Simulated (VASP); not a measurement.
Input:

```
CELL_PARAMETERS angstrom
      0.00000     2.36679     2.36679
      2.36679     0.00000     2.36679
      2.36679     2.36679     0.00000
ATOMIC_POSITIONS crystal
  Li 0.25000 0.25000 0.25000
  Li 0.75000 0.75000 0.75000
  O  0.00000 0.00000 0.00000
```

The numbers are results of vdW-DF2, VASP's PBE PAW potentials (set 64) (plane waves; VASP 6.6.1), not measurements. Run with 520 eV cut-off, 8×8×8 Γ-centred mesh, Gaussian smearing of 0.050 eV, potentials Li_sv O.

Give the stress tensor in GPa (positive for a compressed cell).

```
-4.02   0.00   0.00
 0.00  -4.02   0.00
 0.00   0.00  -4.02
```
The pressure is its mean diagonal, -4.02 GPa.

The compound is Li2O in the antifluorite structure. This cell is one point of a volume scan, at 1.06 of the reference volume.
